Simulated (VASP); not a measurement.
OSZICAR of a VASP run on P (black):

File OSZICAR:
```
       N       E                     dE             d eps       ncg     rms          rms(c)
DAV:   1     0.734836372925E+02    0.73484E+02   -0.83905E+03  5040   0.121E+03
DAV:   2    -0.113501493190E+02   -0.84834E+02   -0.82670E+02  6576   0.178E+02
DAV:   3    -0.158810230852E+02   -0.45309E+01   -0.45069E+01  6898   0.445E+01
DAV:   4    -0.159457080027E+02   -0.64685E-01   -0.64618E-01  6318   0.623E+00
DAV:   5    -0.159471816339E+02   -0.14736E-02   -0.14731E-02  7100   0.856E-01    0.848E+00
DAV:   6    -0.158699365095E+02    0.77245E-01   -0.93365E-02  5904   0.180E+00    0.514E+00
DAV:   7    -0.158483448586E+02    0.21592E-01   -0.16620E-01  6216   0.244E+00    0.346E-01
DAV:   8    -0.158475183884E+02    0.82647E-03   -0.10477E-02  6060   0.669E-01    0.912E-02
DAV:   9    -0.158475964545E+02   -0.78066E-04   -0.35588E-04  6960   0.146E-01    0.592E-02
DAV:  10    -0.158476085034E+02   -0.12049E-04   -0.28605E-05  6042   0.351E-02    0.233E-02
DAV:  11    -0.158476184839E+02   -0.99805E-05   -0.14675E-05  6252   0.363E-02    0.234E-03
DAV:  12    -0.158476187254E+02   -0.24153E-06   -0.47034E-07  6772   0.519E-03    0.201E-03
DAV:  13    -0.158476187401E+02   -0.14672E-07   -0.82771E-08  4158   0.245E-03
   1 F= -.15847619E+02 E0= -.15847619E+02  d E =0.000000E+00
```

**Question.** Which electronic solver shows in the log?

**Answer.** It is blocked Davidson (ALGO = Normal, or the opening steps of other solvers). The INCAR had ALGO = Normal.

**Question.** Can the final energy be trusted as converged?

**Answer.** The calculation finished and met its thresholds. It stopped with EDIFF = 1E-7, NELM = 100 (optB88-vdW, plane waves, VASP's PBE PAW potentials (set 64)).

The compound is P in the black structure. It was relaxed first.
